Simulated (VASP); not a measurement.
# TaSeF: changing spin-orbit coupling

The structure is tetragonal, space group P4/mmm (No. 123). The conventional cell has a = 3.670 Å, b = 3.670 Å, c = 4.145 Å, α = 90.00°, β = 90.00°, γ = 90.00°. Ta (site symmetry 4/mmm) is surrounded by 2 F at 2.07 Å. Se (site symmetry 4/mmm) is surrounded by 4 Ta at 2.59 Å. Around F (site symmetry 4/mmm) lie 2 Ta at 2.07 Å.

The cell comes from a database or a generator and needn't be the stable form of this composition.

Kept alike: task band structure; functional PBE; k mesh 5 × 5 × 5; occupations fermi-dirac, width 0.05 eV. Program: VASP, PBE PAW files F, Se, Ta_pv, 520 eV. The mesh is that of the run's cell of 3 atoms.

| spin-orbit coupling | pressure (GPa) |
| --- | --- |
| off | 0.02 |
| on | 0.66 |

Pressure is positive in compression; the values hold the error of the finite cutoff, so their zero can differ a little from the energy's minimum.

What does spin-orbit coupling change here?

The pressure runs from 0.02 (off) to 0.66 GPa (on).
